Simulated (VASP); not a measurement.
A convergence study with VASP on MoSi$_{2}$: one setting is varied, all else stays as given below, so the limit is that of these other settings.

```
MoSi2
1.0
    3.19395     0.00000     0.00000
    0.00000     3.19395     0.00000
    0.00000     0.00000    20.48291
Si Mo
4 2
Cartesian
  1.59697   1.59697  13.48292
  0.00000   0.00000   6.99999
  0.00000   0.00000   9.57752
  1.59697   1.59697  10.90531
  0.00000   0.00000  12.19409
  1.59697   1.59697   8.28870
```

The numbers are results of PBE GGA, VASP's PBE PAW potentials (set 64) (plane waves; VASP 6.6.1), not measurements. The tightest run used: 300 eV cut-off, 26×26×1 Γ-centred mesh, Gaussian smearing of 0.10 eV, potentials Si Mo_sv.

Problem. The settings run are 2×2×1 mesh; 3×3×1 mesh; 4×4×1 mesh; 5×5×1 mesh; 6×6×1 mesh; 7×7×1 mesh; 8×8×1 mesh; 10×10×1 mesh; 12×12×1 mesh; 14×14×1 mesh; 16×16×1 mesh; 19×19×1 mesh; 23×23×1 mesh; 26×26×1 mesh. From which on does the energy per atom stay within 0.002 eV/atom of the tightest run?

Solution. From 7×7×1 mesh on: it is off by 0.0006 there and by no more than 0.002 in any finer run, while 6×6×1 mesh is off by 0.0031.
| setting | E (eV/atom) | largest force (eV/Å) | irreducible k-points | difference judged (eV/atom) |
|---|---|---|---|---|
| 2×2×1 mesh | -7.1348 | 1.625 | 3 | 0.1201 |
| 3×3×1 mesh | -7.1857 | 0.559 | 3 | 0.0693 |
| 4×4×1 mesh | -7.2425 | 0.149 | 6 | 0.0124 |
| 5×5×1 mesh | -7.2561 | 0.337 | 6 | 0.0012 |
| 6×6×1 mesh | -7.2518 | 0.292 | 10 | 0.0031 |
| 7×7×1 mesh | -7.2543 | 0.367 | 10 | 0.0006 |
| 8×8×1 mesh | -7.2557 | 0.378 | 15 | 0.0008 |
| 10×10×1 mesh | -7.2544 | 0.296 | 21 | 0.0005 |
| 12×12×1 mesh | -7.2546 | 0.289 | 28 | 0.0003 |
| 14×14×1 mesh | -7.2550 | 0.292 | 36 | 0.0001 |
| 16×16×1 mesh | -7.2550 | 0.285 | 45 | 0.0001 |
| 19×19×1 mesh | -7.2548 | 0.299 | 55 | 0.0001 |
| 23×23×1 mesh | -7.2549 | 0.287 | 78 | 0.0000 |
| 26×26×1 mesh | -7.2549 | 0.295 | 105 | 0.0000 |

Left out are rungs that failed or repeat a setting and relaxations that didn't move; long series are thinned to 24 rows.

The cell is a sheet or thin cut with vacuum, built from a generated structure.
